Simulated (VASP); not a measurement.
Consider the following.

```xyz
2
Lattice="4.6709 0.0000 0.0000 0.0000 4.6709 0.0000 0.0000 0.0000 4.6709" Properties=species:S:1:pos:R:3 pbc="T T T"
Cs     0.0000     0.0000     0.0000
I      2.3355     2.3355     2.3355
```

All values below come from PBE GGA, VASP's PBE PAW potentials (set 64) (plane waves; VASP). Settings: 520 eV cut-off, Gaussian smearing of 0.050 eV, potentials Cs_sv I.

Unless said otherwise, spin-orbit coupling is left out, though it shifts the bands of the heavy elements here.

Task: Estimate the band gap (along the path) with the smallest direct gap where there is one.

Result: 
| Property | Value |
|---|---|
| band gap (along the path) | 3.67 eV |
| smallest direct gap (along the path) | 3.76 eV |

The compound is CsI in the CsCl type structure. It was relaxed first, which changed the volume by +7 %.
